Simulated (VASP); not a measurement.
Here is the system:

```xyz
2
Lattice="0.0000 2.6589 2.6589 2.6589 0.0000 2.6589 2.6589 2.6589 0.0000" Properties=species:S:1:pos:R:3 pbc="T T T"
K      0.0000     0.0000     0.0000
F      2.6589     2.8589     2.6589
```

Level of theory: r2SCAN meta-GGA, VASP's PBE PAW potentials (set 64) (plane waves; VASP). Run with 600 eV cut-off, 8×8×8 Γ-centred mesh, Gaussian smearing of 0.050 eV, potentials K_sv F.

Which forces act on the atoms, in eV/Å?

```
atom     Fx      Fy     Fz
----  -----  ------  -----
K1    0.000   0.436  0.000
F2    0.000  -0.436  0.000
```

Give the stress tensor in GPa (positive for a compressed cell).

```
-0.17   0.00   0.00
 0.00   2.32   0.00
 0.00   0.00  -0.17
```
The pressure is its mean diagonal, 0.66 GPa.

The compound is KF in the rock salt structure. This cell was strained or had an atom moved on purpose.
